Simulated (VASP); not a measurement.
The input files of a VASP run:

### INCAR
```
! general
SYSTEM =Nb3Sn
PREC   =Accurate
ENCUT  =210
LREAL  =.FALSE.
LASPH  =.TRUE.

! electronic loop
EDIFF  =1E-6
NELM   =100
ALGO   =Normal
LMAXMIX=4

! smearing
ISMEAR =0
SIGMA  =0.5

! ions
IBRION =2
NSW    =50
ISIF   =3
EDIFFG =-0.01

! output
LWAVE  =.FALSE.
LCHARG =.FALSE.
```

### KPOINTS
```
Regular mesh
0
Gamma
4 4 4
0.5 0.5 0.5
```

### POSCAR
```
Nb3Sn
1.0
  5.4193370000   0.0000000000   0.0000000000
  0.0000000000   5.4193370000   0.0000000000
  0.0000000000   0.0000000000   5.4193370000
Nb Sn
6 2
Cartesian
  1.3548342500   0.0000000000   2.7096685000
  4.0645027500   0.0000000000   2.7096685000
  2.7096685000   4.0645027500   0.0000000000
  2.7096685000   1.3548342500   0.0000000000
  0.0000000000   2.7096685000   4.0645027500
  0.0000000000   2.7096685000   1.3548342500
  0.0000000000   0.0000000000   0.0000000000
  2.7096685000   2.7096685000   2.7096685000
```

POTCAR, in this order: Nb_sv Sn_d (LDA.64 set). Program: vasp_std.

Q: Translate this LDA calculation to Ansatz.

A: One equivalent input (not run):
Ansatz 0.2 input:
```yaml
crystal:
  lattice:
    - [5.4193370, 0.0000000, 0.0000000]
    - [0.0000000, 5.4193370, 0.0000000]
    - [0.0000000, 0.0000000, 5.4193370]
  atoms:
    - { symbol: Nb, position: [0.2500000, 0.0000000, 0.5000000] }
    - { symbol: Nb, position: [0.7500000, 0.0000000, 0.5000000] }
    - { symbol: Nb, position: [0.5000000, 0.7500000, 0.0000000] }
    - { symbol: Nb, position: [0.5000000, 0.2500000, 0.0000000] }
    - { symbol: Nb, position: [0.0000000, 0.5000000, 0.7500000] }
    - { symbol: Nb, position: [0.0000000, 0.5000000, 0.2500000] }
    - { symbol: Sn, position: [0.0000000, 0.0000000, 0.0000000] }
    - { symbol: Sn, position: [0.5000000, 0.5000000, 0.5000000] }
kpoints:
  mp_grid: { grid: [4, 4, 4], shift: [0.5, 0.5, 0.5] }
hamiltonian:
  xc: lda
  pseudopotentials: { kind: paw }
scf:
  occupations: { method: gaussian, width: 0.5 }
  max_iter: 100
relax:
  max_steps: 50
  f_tol: 0.01
  cell: {}
output: { forces: true, stress: true, eigenvalues: true }
```
Limits of the translation: each code has its own PAW files, so the cut-off isn't converted (ENCUT is set for VASP's; basis.ecutwfc is left out, and Ansatz then takes the one that its files recommend); Ansatz stops its SCF on the density residual and VASP on the energy change (EDIFF); Ansatz's lda is the Perdew-Wang form, while the LDA potentials of VASP carry Perdew-Zunger's.

The structure comes from a computed database's Nb3Sn entry; how it stands against other phases isn't given here. This run relaxes it. Symmetry was kept, so distortions that lower it aren't found. The k-mesh is coarse (spacing up to 0.31 per Å, 2π included), so the numbers may not be converged in it. The run is one of a series of settings (EDIFFG = -0.01, ENCUT = 210, GGA removed, IBRION = 2, ISIF = 3, ISMEAR = 0, NSW = 50, SIGMA = 0.5, KPOINTS 4×4×4 Γ-centred mesh shifted by (0.5, 0.5, 0.5), POTCAR Nb_sv Sn_d (LDA.64 set) against the base run), some of them coarse on purpose.
